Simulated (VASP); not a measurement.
AlN (wurtzite) relaxed at rising pressure, in one space group throughout; other phases were not tried. The pressures are those reached. Level of theory: PBE GGA, VASP's PBE PAW potentials (set 64) (plane waves; VASP).

```
P (GPa)  V (Å³/atom)  k-mesh
-------  -----------  ------
-0.17         10.632   8×8×5
5.01          10.366   8×8×5
10.02         10.137   8×8×5
20.02          9.739   8×8×5
29.99          9.404   8×8×5
```

A change of mesh leaves a small step in the series.

Question: Fit an equation of state and predict the volume at 45.03 GPa.

Answer: Least squares on the third-order Birch-Murnaghan form, P = (3B0/2)(y⁷ − y⁵)[1 + (3/4)(B′ − 4)(y² − 1)] with y = (V0/V)^(1/3), gives V0 = 10.623 Å³/atom, B0 = 196 GPa and B′ = 3.7, and so 8.981 Å³/atom. The run gave 8.980 Å³/atom, -0.0 % from the fit.

Pressures at which the relaxation failed are left out.

The compound is AlN in the wurtzite structure.
